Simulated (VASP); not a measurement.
Input:

```xyz
3
Lattice="0.0000 3.0600 3.0600 3.0600 0.0000 3.0600 3.0600 3.0600 0.0000" Properties=species:S:1:pos:R:3 pbc="T T T"
Al     1.5300     1.5300     1.5300
Al     4.5900     4.5900     4.5900
Au     0.0000     0.0000     0.0000
```

The numbers are results of PBE GGA, VASP's PBE PAW potentials (set 64) (plane waves; VASP), not measurements. Settings: 400 eV cut-off, 8×8×8 Γ-centred mesh, Gaussian smearing of 0.010 eV, potentials Al Au.

**Question.** Give the stress tensor in GPa (positive for a compressed cell).

**Answer.** 
```
-3.10   0.00   0.00
 0.00  -3.10   0.00
 0.00   0.00  -3.10
```
The pressure is its mean diagonal, -3.10 GPa.

The compound is AuAl2 in the fluorite structure. The cell was not relaxed at this level. The run is one of a series of settings (ISMEAR = 0, SIGMA = 0.01 against the base run), some of them coarse on purpose. The electron count is odd and the run is not spin-polarised, which forces a metal.
